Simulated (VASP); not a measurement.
# A first-principles U for free-standing triangular Nb monolayer, spacing 3.069 A, part 2 of 3

What U does free-standing triangular Nb monolayer, spacing 3.069 A call for?

VASP 6.6.1, plane waves and PAW; the level of theory is named at each step.

So far. Step 3 (Shifted potential, frozen density, alpha -0.2): Energy at zero smearing: -28.62731 eV.

### 4. Shifted potential, relaxed density, alpha -0.2

Level of this step: PBE, with a shift of one shell's potential, spin-polarised from an antiferromagnetic start; plane waves and PAW (Nb_pv, Nb_pv) (VASP).

With self-consistency the other electrons screen the shift.

Contents of INCAR:

```
SYSTEM = Nb
PREC = Normal
ENCUT = 350
EDIFF = 1E-06
NELM = 150
ISMEAR = 0
SIGMA = 0.1
LREAL = .FALSE.
ALGO = Normal
GGA = PE
NBANDS = 36
ISPIN = 2
MAGMOM = 1 -1 1 -1
LMAXMIX = 4
LORBIT = 11
LWAVE = .FALSE.
LCHARG = .FALSE.
KPAR = 2
AMIX = 0.2
BMIX = 1E-04
AMIX_MAG = 0.8
BMIX_MAG = 1E-04
LDAU = .TRUE.
LDAUTYPE = 3
LDAUL = 2 -1
LDAUU = -0.2 0
LDAUJ = -0.2 0
```

Contents of POSCAR:

```
Nb
1.0
    6.1380000000      0.0000000000      0.0000000000
   -3.0690000000      5.3156640000      0.0000000000
    0.0000000000      0.0000000000     14.0000000000
Nb Nb
1 3
Direct
    0.0000000000      0.0000000000      0.5000000000
    0.0000000000      0.5000000000      0.5000000000
    0.5000000000      0.0000000000      0.5000000000
    0.5000000000      0.5000000000      0.5000000000
```

Contents of KPOINTS:

```
Automatic mesh
0
Gamma
4 4 1
0 0 0
```

The projector-augmented-wave data sets are Nb_pv and Nb_pv (PBE family, release 64).

Launch:

```bash
> mpirun -np 2 vasp_std
```

Output:

```text
[banner, memory and clock lines left out]
running    2 mpi-ranks, on    1 nodes
 distrk:  each k-point on    1 cores,    2 groups
 distr:  one band on    1 cores,    1 groups

 POSCAR found type information on POSCAR NbNb
 POSCAR found :  2 types and       4 ions
 LDA part: xc-table for (Slater+PW92), standard interpolation
 found WAVECAR, reading the header
 POSCAR, INCAR and KPOINTS ok, starting setup
 FFT: planning ... GRIDC
 FFT: planning ... GRID_SOFT
 FFT: planning ... GRID
 reading WAVECAR
 the WAVECAR file was read successfully
 initial charge from wavefunction
 entering main loop
       N       E                     dE             d eps       ncg     rms          rms(c)
DAV:   1    -0.286443472927E+02   -0.28644E+02   -0.99789E-02  1400   0.205E+00    0.176E+00
DAV:   2    -0.287127035911E+02   -0.68356E-01   -0.24305E-01  1760   0.609E+00    0.272E+00
DAV:   3    -0.286222579286E+02    0.90446E-01   -0.13112E-01  1728   0.253E+00    0.122E+00
DAV:   4    -0.286229985675E+02   -0.74064E-03   -0.51756E-03  1296   0.376E-01    0.314E-01
DAV:   5    -0.286227165128E+02    0.28205E-03   -0.66801E-04  1736   0.214E-01    0.554E-02
DAV:   6    -0.286226975078E+02    0.19005E-04   -0.18814E-04  1576   0.963E-02    0.310E-02
DAV:   7    -0.286226987520E+02   -0.12443E-05   -0.31606E-05  1676   0.703E-02    0.253E-02
DAV:   8    -0.286226969106E+02    0.18415E-05   -0.72915E-06  1500   0.315E-02    0.171E-02
DAV:   9    -0.286227071826E+02   -0.10272E-04   -0.85929E-06  1072   0.150E-02    0.130E-02
DAV:  10    -0.286227137260E+02   -0.65433E-05   -0.19912E-06   940   0.788E-03    0.129E-02
DAV:  11    -0.286227011223E+02    0.12604E-04   -0.36200E-06   920   0.114E-02    0.131E-02
DAV:  12    -0.286226480771E+02    0.53045E-04   -0.65994E-05  1048   0.363E-02    0.162E-02
DAV:  13    -0.286226575285E+02   -0.94514E-05   -0.11668E-05  1320   0.171E-02    0.131E-02
DAV:  14    -0.286226594644E+02   -0.19358E-05   -0.49528E-06  1112   0.113E-02    0.695E-03
DAV:  15    -0.286226603690E+02   -0.90464E-06   -0.40715E-06  1096   0.964E-03
   1 F= -.28622660E+02 E0= -.28606403E+02  d E =-.325149E-01  mag=    -0.0037
```

It took 47 s on 2 MPI ranks of AMD EPYC 7R43, shared host; peak memory 0.55 GiB; 92 s of CPU time.

OUTCAR, selected parts (step 4):

```text
The static configuration has the point symmetry D_6h.

 Found      7 irreducible k-points:

   NELECT =      44.0000    total number of electrons

 E-fermi :  -2.8936

 spin component 1
 k-point     1 :       0.0000    0.0000    0.0000
  band No.  band energies     occupation
    ...
     16      -5.1449      1.00000
     17      -4.0539      1.00000
     18      -4.0523      1.00000
     19      -4.0521      1.00000
     20      -3.4651      1.00000
     21      -2.2472      0.00000
     22      -2.2472      0.00000
     23      -2.0935      0.00000
     24      -1.7231      0.00000
     25      -1.7224      0.00000
    ...

 k-point     2 :       0.2500    0.0000    0.0000
  band No.  band energies     occupation
    ...
     16      -4.6765      1.00000
     17      -3.8592      1.00000
     18      -3.8564      1.00000
     19      -3.8331      1.00000
     20      -3.2597      1.00000
     21      -2.5837      0.00001
     22      -2.4870      0.00000
     23      -2.1521      0.00000
     24      -1.8456      0.00000
     25      -1.7682      0.00000
    ...

 k-point     3 :       0.0000    0.2500    0.0000
  band No.  band energies     occupation
    ...
     16      -4.6766      1.00000
     17      -3.8590      1.00000
     18      -3.8566      1.00000
     19      -3.8331      1.00000
     20      -3.2597      1.00000
     21      -2.5837      0.00001
     22      -2.4870      0.00000
     23      -2.1520      0.00000
     24      -1.8456      0.00000
     25      -1.7686      0.00000
    ...

 k-point     4 :       0.5000    0.0000    0.0000
  band No.  band energies     occupation
    ...
     20      -3.2289      1.00000
     21      -3.0593      0.99043
     22      -3.0584      0.99012
     23      -3.0543      0.98849
     24      -3.0395      0.98045
     25      -2.5761      0.00000
     26      -2.5654      0.00000
     27      -2.0113      0.00000
     28      -1.9998      0.00000
     29      -1.7870      0.00000
    ...

  Total      -19.8556272    -19.8557252     -0.0862221      0.0000000      0.0000000      0.0000000
  in kB      -69.6436864    -69.6440300     -0.3024242      0.0000000      0.0000000      0.0000000
  external PRESSURE =     -46.5300469 kB  Pullay stress =       0.0000000 kB

 POSITION                                       TOTAL-FORCE (eV/Angst)
 -----------------------------------------------------------------------------------
      0.00000      0.00000      7.00000         0.000000      0.000000      0.000000
     -1.53450      2.65783      7.00000         0.000000      0.000000      0.000000
      3.06900      0.00000      7.00000         0.000000      0.000000      0.000000
      1.53450      2.65783      7.00000         0.000000      0.000000      0.000000
 -----------------------------------------------------------------------------------
    total drift:                                0.000000     -0.000000      0.000000

  FREE ENERGIE OF THE ION-ELECTRON SYSTEM (eV)
  ---------------------------------------------------
  free  energy   TOTEN  =       -28.6226603690 eV

  energy  without entropy=      -28.5901454962  energy(sigma->0) =      -28.60640293

 total charge
# of ion       s       p       d       tot
------------------------------------------
    1        0.378   6.128   2.667   9.173
    2        0.371   6.124   2.769   9.264
    3        0.371   6.124   2.769   9.264
    4        0.371   6.124   2.769   9.264
--------------------------------------------------
tot          1.492  24.499  10.974  36.965

 magnetization (x)
# of ion       s       p       d       tot
------------------------------------------
    1        0.000   0.000   0.002   0.002
    2        0.000  -0.000   0.001   0.001
    3        0.000   0.000   0.002   0.002
    4        0.000  -0.000   0.001   0.001
--------------------------------------------------
tot          0.000  -0.000   0.005   0.005

[... 8 parts as in an earlier step ...]

[... 9 further parts left out ...]
```

This step gave:

```yaml
electronic_cycles: 15
free_energy_toten: -28.62 eV
energy_at_zero_smearing: -28.61 eV
fermi_energy: -2.894 eV
moment_of_the_cell_from_the_last_line_of_the_log: 0 μB
```

The total moment is the log's last value; OUTCAR's line is one cycle older.

Energy at zero smearing: -28.60640 eV.

### 5. Shifted potential, frozen density, alpha -0.1

INCAR: that of step 4 with these lines changed.

```diff
@@ -25,3 +25,4 @@
 LDAUL = 2 -1
-LDAUU = -0.2 0
-LDAUJ = -0.2 0
+LDAUU = -0.1 0
+LDAUJ = -0.1 0
+ICHARG = 11
```

POSCAR is that of step 4.

KPOINTS is that of step 4.

The WAVECAR or CHGCAR of an earlier step is read.

Launch:

```bash
> mpirun -np 2 vasp_std
```

Output:

```text
[... set-up lines as in an earlier step ...]
 entering main loop
       N       E                     dE             d eps       ncg     rms          rms(c)
DAV:   1    -0.289003046591E+02   -0.28900E+02   -0.25406E-02  1400   0.103E+00
DAV:   2    -0.289003669935E+02   -0.62334E-04   -0.62334E-04  1372   0.115E-01
DAV:   3    -0.289003677655E+02   -0.77202E-06   -0.77163E-06  1456   0.111E-02
   1 F= -.28900368E+02 E0= -.28883442E+02  d E =-.338523E-01  mag=     0.0186
```

Elapsed: 13 s, on 2 MPI ranks; peak memory 0.51 GiB; 24 s of CPU time.

OUTCAR, selected parts (step 5):

```text
   NELECT =      44.0000    total number of electrons

 E-fermi :  -2.8877

 spin component 1
 k-point     1 :       0.0000    0.0000    0.0000
  band No.  band energies     occupation
    ...
     16      -5.1344      1.00000
     17      -4.0647      1.00000
     18      -4.0403      1.00000
     19      -4.0391      1.00000
     20      -3.4635      1.00000
     21      -2.2412      0.00000
     22      -2.2412      0.00000
     23      -2.0873      0.00000
     24      -1.7380      0.00000
     25      -1.7346      0.00000
    ...

 k-point     2 :       0.2500    0.0000    0.0000
  band No.  band energies     occupation
    ...
     16      -4.6649      1.00000
     17      -3.8664      1.00000
     18      -3.8418      1.00000
     19      -3.8258      1.00000
     20      -3.2581      1.00000
     21      -2.5776      0.00001
     22      -2.4807      0.00000
     23      -2.1475      0.00000
     24      -1.8398      0.00000
     25      -1.7798      0.00000
    ...

  Total      -20.1539168    -20.1551368     -0.6317255      0.0000000      0.0000000      0.0000000
  in kB      -70.6899382    -70.6942175     -2.2157796      0.0000000      0.0000000      0.0000000
  external PRESSURE =     -47.8666451 kB  Pullay stress =       0.0000000 kB

 POSITION                                       TOTAL-FORCE (eV/Angst)
 -----------------------------------------------------------------------------------
      0.00000      0.00000      7.00000        -0.000000      0.000000      0.000000
     -1.53450      2.65783      7.00000        -0.000000      0.000000      0.000000
      3.06900      0.00000      7.00000         0.000000      0.000000      0.000000
      1.53450      2.65783      7.00000        -0.000000      0.000000      0.000000
 -----------------------------------------------------------------------------------
    total drift:                               -0.000000     -0.000000      0.000000

  FREE ENERGIE OF THE ION-ELECTRON SYSTEM (eV)
  ---------------------------------------------------
  free  energy   TOTEN  =       -28.9003677655 eV

  energy  without entropy=      -28.8665155000  energy(sigma->0) =      -28.88344163

 magnetization (x)
# of ion       s       p       d       tot
------------------------------------------
    1        0.000   0.000   0.006   0.006
    2        0.000  -0.000  -0.000  -0.000
    3        0.000   0.000   0.007   0.007
    4        0.000  -0.000  -0.000  -0.000
--------------------------------------------------
tot          0.001   0.000   0.012   0.013

[... 9 parts as in an earlier step ...]

[... 13 further parts left out ...]
```

Numbers from this step:

```
electronic cycles                                 : 3
free energy (TOTEN)                               : -28.90 eV
energy at zero smearing                           : -28.88 eV
Fermi energy                                      : -2.888 eV
moment of the cell, from the last line of the log : 0.0186 μB
```

Energy at zero smearing: -28.88344 eV.

### 6. Shifted potential, relaxed density, alpha -0.1

INCAR: that of step 5 with these lines changed.

```diff
@@ -27,2 +27 @@
 LDAUJ = -0.1 0
-ICHARG = 11
```

POSCAR is that of step 5.

KPOINTS is that of step 5.

Launch:

```bash
> mpirun -np 2 vasp_std
```

Output:

```text
[... set-up lines as in an earlier step ...]
 entering main loop
       N       E                     dE             d eps       ncg     rms          rms(c)
DAV:   1    -0.289003455042E+02   -0.28900E+02   -0.25427E-02  1408   0.103E+00    0.934E-01
DAV:   2    -0.289181718462E+02   -0.17826E-01   -0.64575E-02  1792   0.314E+00    0.138E+00
DAV:   3    -0.288946915710E+02    0.23480E-01   -0.30172E-02  1720   0.148E+00    0.662E-01
DAV:   4    -0.288947926696E+02   -0.10110E-03   -0.14781E-03  1320   0.197E-01    0.877E-02
DAV:   5    -0.288947995819E+02   -0.69123E-05   -0.74715E-05  1636   0.451E-02    0.210E-02
DAV:   6    -0.288948025619E+02   -0.29800E-05   -0.24998E-05  1584   0.339E-02    0.146E-02
DAV:   7    -0.288948057365E+02   -0.31746E-05   -0.18790E-06   900   0.139E-02    0.131E-02
DAV:   8    -0.288948083815E+02   -0.26450E-05   -0.66671E-07   592   0.788E-03    0.124E-02
DAV:   9    -0.288948138950E+02   -0.55134E-05   -0.19163E-06   804   0.752E-03    0.119E-02
DAV:  10    -0.288948187003E+02   -0.48053E-05   -0.12543E-06   824   0.694E-03    0.119E-02
DAV:  11    -0.288948083057E+02    0.10395E-04   -0.22071E-06   808   0.921E-03    0.116E-02
DAV:  12    -0.288947737893E+02    0.34516E-04   -0.26375E-05  1080   0.230E-02    0.924E-03
DAV:  13    -0.288947476398E+02    0.26150E-04   -0.57637E-05  1112   0.333E-02    0.676E-03
DAV:  14    -0.288947671560E+02   -0.19516E-04   -0.79852E-06  1184   0.162E-02    0.484E-03
DAV:  15    -0.288947711603E+02   -0.40043E-05   -0.25315E-06   968   0.740E-03    0.340E-03
DAV:  16    -0.288947740157E+02   -0.28554E-05   -0.74441E-07   728   0.593E-03    0.232E-03
DAV:  17    -0.288947743123E+02   -0.29653E-06   -0.16453E-07   608   0.348E-03
   1 F= -.28894774E+02 E0= -.28878102E+02  d E =-.333446E-01  mag=    -0.0005
```

Elapsed: 50 s, on 2 MPI ranks; peak memory 0.56 GiB.

OUTCAR, selected parts (step 6):

```text
   NELECT =      44.0000    total number of electrons

 E-fermi :  -2.8979

 spin component 1
 k-point     1 :       0.0000    0.0000    0.0000
  band No.  band energies     occupation
    ...
     16      -5.1510      1.00000
     17      -4.0587      1.00000
     18      -4.0580      1.00000
     19      -4.0578      1.00000
     20      -3.4684      1.00000
     21      -2.2549      0.00000
     22      -2.2549      0.00000
     23      -2.0887      0.00000
     24      -1.7265      0.00000
     25      -1.7261      0.00000
    ...

 k-point     2 :       0.2500    0.0000    0.0000
  band No.  band energies     occupation
    ...
     16      -4.6820      1.00000
     17      -3.8639      1.00000
     18      -3.8624      1.00000
     19      -3.8380      1.00000
     20      -3.2631      1.00000
     21      -2.5907      0.00001
     22      -2.4861      0.00000
     23      -2.1520      0.00000
     24      -1.8530      0.00000
     25      -1.7705      0.00000
    ...

  Total      -19.9465151    -19.9465707     -0.0851706      0.0000000      0.0000000      0.0000000
  in kB      -69.9624760    -69.9626712     -0.2987363      0.0000000      0.0000000      0.0000000
  external PRESSURE =     -46.7412945 kB  Pullay stress =       0.0000000 kB

 POSITION                                       TOTAL-FORCE (eV/Angst)
 -----------------------------------------------------------------------------------
      0.00000      0.00000      7.00000        -0.000000      0.000000      0.000000
     -1.53450      2.65783      7.00000        -0.000000      0.000000      0.000000
      3.06900      0.00000      7.00000         0.000000      0.000000      0.000000
      1.53450      2.65783      7.00000        -0.000000      0.000000      0.000000
 -----------------------------------------------------------------------------------
    total drift:                                0.000000      0.000000      0.000000

  FREE ENERGIE OF THE ION-ELECTRON SYSTEM (eV)
  ---------------------------------------------------
  free  energy   TOTEN  =       -28.8947743123 eV

  energy  without entropy=      -28.8614296996  energy(sigma->0) =      -28.87810201

 magnetization (x)
# of ion       s       p       d       tot
------------------------------------------
    1        0.000   0.000   0.000   0.000
    2       -0.000  -0.000  -0.001  -0.001
    3        0.000   0.000   0.000   0.000
    4       -0.000  -0.000  -0.001  -0.001
--------------------------------------------------
tot         -0.000   0.000  -0.000  -0.000

[... 8 parts as in an earlier step ...]

[... 14 further parts left out ...]
```

This step gave:

| Item | Value |
| --- | --- |
| electronic cycles | 17 |
| free energy (TOTEN) | -28.89 eV |
| Fermi energy | -2.898 eV |
| moment of the cell, from the last line of the log | 0 μB |

Energy at zero smearing: -28.87810 eV.

### 7. Shifted potential, frozen density, alpha 0.1

INCAR: that of step 6 with these lines changed.

```diff
@@ -25,3 +25,4 @@
 LDAUL = 2 -1
-LDAUU = -0.1 0
-LDAUJ = -0.1 0
+LDAUU = 0.1 0
+LDAUJ = 0.1 0
+ICHARG = 11
```

POSCAR is that of step 6.

KPOINTS is that of step 6.

The run starts from files that an earlier step left in the folder.

Launch:

```bash
> mpirun -np 2 vasp_std
```

Output:

```text
[... set-up lines as in an earlier step ...]
 entering main loop
       N       E                     dE             d eps       ncg     rms          rms(c)
DAV:   1    -0.294606163846E+02   -0.29461E+02   -0.26043E-02  1392   0.103E+00
DAV:   2    -0.294606777240E+02   -0.61339E-04   -0.61339E-04  1308   0.106E-01
DAV:   3    -0.294606785256E+02   -0.80162E-06   -0.80173E-06  1340   0.112E-02
   1 F= -.29460679E+02 E0= -.29442840E+02  d E =-.356770E-01  mag=     0.0186
```

Run time: 18 s. Hardware: 2 MPI ranks; peak memory 0.51 GiB.

Parts of OUTCAR (step 7):

```text
  Total      -19.7649082    -19.7662320      0.5130785      0.0000000      0.0000000      0.0000000
  in kB      -69.3254890    -69.3301325      1.7996246      0.0000000      0.0000000      0.0000000
  external PRESSURE =     -45.6186657 kB  Pullay stress =       0.0000000 kB

 POSITION                                       TOTAL-FORCE (eV/Angst)
 -----------------------------------------------------------------------------------
      0.00000      0.00000      7.00000         0.000000      0.000000      0.000000
     -1.53450      2.65783      7.00000        -0.000000      0.000000      0.000000
      3.06900      0.00000      7.00000         0.000000      0.000000      0.000000
      1.53450      2.65783      7.00000         0.000000      0.000000      0.000000
 -----------------------------------------------------------------------------------
    total drift:                               -0.000000     -0.000000      0.000000

  FREE ENERGIE OF THE ION-ELECTRON SYSTEM (eV)
  ---------------------------------------------------
  free  energy   TOTEN  =       -29.4606785256 eV

  energy  without entropy=      -29.4250015276  energy(sigma->0) =      -29.44284003

 magnetization (x)
# of ion       s       p       d       tot
------------------------------------------
    1        0.000   0.000   0.007   0.008
    2       -0.000  -0.000  -0.000  -0.000
    3        0.000   0.000   0.006   0.007
    4       -0.000  -0.000  -0.000  -0.000
--------------------------------------------------
tot          0.001  -0.000   0.013   0.013

[... 2 parts as in an earlier step ...]

[... 1 further part left out ...]
[key lines of the parts left out:]
E-fermi :  -2.9170
```

Energy at zero smearing: -29.44284 eV.

(Continued in part 3 of 3.)

[Lines on the potential files, build, host, timing and source positions are cut from VASP's logs without a mark.]

[Logs are printed without paths, hosts, clocks, repeated set-up lines and the standing remarks that a program may print on its own settings, such as how far it seeks lower states.]

[Hosts, paths, dates, database ids (printed as entryN), source tags and the programs' standing remarks are cut or masked in the printed files.]

[In band tables of VASP the shares of atoms and orbitals are scaled to a sum of 1 inside the atoms' spheres.]

[Runs that stopped without an error message from VASP are left out.]
